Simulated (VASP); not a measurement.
Input:

```
BaF2
1.0
    0.00000     3.10488     3.10488
    3.10488     0.00000     3.10488
    3.10488     3.10488     0.00000
Ba F
1 2
Direct
  0.00000   0.00000   0.00000
  0.25000   0.25000   0.25000
  0.75000   0.75000   0.75000
```

All values below come from SCAN meta-GGA, VASP's PBE PAW potentials (set 64) (plane waves; VASP). Numerical set-up: 520 eV cut-off, 7×7×7 Γ-centred mesh, tetrahedra with Blöchl corrections, potentials Ba_sv F.

Unless said otherwise, spin-orbit coupling is left out, though it shifts the bands of the heavy elements here.

Question: Estimate the energy per atom (σ→0), band gap (over mesh and band path) with the smallest direct gap where there is one.

Answer: 
```json
{
 "band gap (over mesh and band path)": "7.20 eV",
 "smallest direct gap (over mesh and band path)": "7.29 eV",
 "energy per atom (σ→0)": "-19.647 eV/atom"
}
```

Only differences to runs with the same potentials and settings are physical.

The compound is BaF2 in the fluorite structure. It was relaxed first.
